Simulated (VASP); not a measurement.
ZnCd3Se3S:

```
CELL_PARAMETERS angstrom
4.20000 0.00000 0.00000
-2.10000 3.63731 0.00000
0.00000 0.00000 13.60000
ATOMIC_POSITIONS crystal
Zn 0.00000 0.00000 0.00000
Cd 0.66667 0.33333 0.50000
Cd 0.33333 0.66667 0.75000
Cd 0.33333 0.66667 0.25000
Se 0.66667 0.33333 0.68750
Se 0.00000 0.00000 0.18750
Se 0.33333 0.66667 0.43750
S 0.33333 0.66667 0.93750
```

The cell was built by a generator and needn't be a form met in nature.

* Program: VASP 6.6.1
* Task: relaxation of cell and atoms
* Functional: PBE
* Potentials or basis: VASP PAW PBE potentials, release 64 (Zn, Cd, Se, S)
* Cutoff: 520 eV
* k mesh: 4 × 4 × 1
* Occupations: gaussian, width 0.15 eV
* Spin: no spin polarisation

At the start: pressure 4.0 GPa; volume 25.97 Å³/atom.

How do energy, volume and symmetry change on relaxing?

Over 13 steps the energy falls by 54.9 meV/atom and the volume is 27.44 Å³/atom (+5.7 %); space group P3m1 (No. 156, to 0.05 Å).

Step by step:
```csv
step,energy change (eV),largest force (eV/Å),pressure (GPa),volume (Å³)
1,0.0000,1.1605,4.01,207.76
2,-0.2483,0.6021,-1.15,227.94
3,-0.2545,0.6688,-0.53,225.03
4,-0.3059,0.5040,-0.42,223.79
5,-0.3890,0.3187,-0.02,220.09
6,-0.3916,0.2991,0.21,219.29
7,-0.4239,0.2533,-0.12,220.08
8,-0.4279,0.2434,-0.15,220.36
9,-0.4284,0.2349,-0.28,220.49
10,-0.4362,0.1065,0.39,217.95
11,-0.4365,0.1114,0.21,218.41
12,-0.4365,0.1095,0.17,218.32
13,-0.4392,0.0559,0.01,219.54
```

Final structure:
```
Zn Cd Se S
1.0
     4.25714    0.00000    0.00000
    -2.12857    3.68679    0.00000
     0.00000    0.00000   13.98784
Zn Cd Se S
1 3 3 1
Direct
  0.00000 0.00000 0.99322
  0.66667 0.33333 0.50336
  0.33333 0.66667 0.76649
  0.33333 0.66667 0.24170
  0.66667 0.33333 0.69394
  0.00000 0.00000 0.17020
  0.33333 0.66667 0.43152
  0.33333 0.66667 0.94955
```

Caveat: the k mesh is coarse (spacing up to 0.46 Å⁻¹), so the values aren't converged.
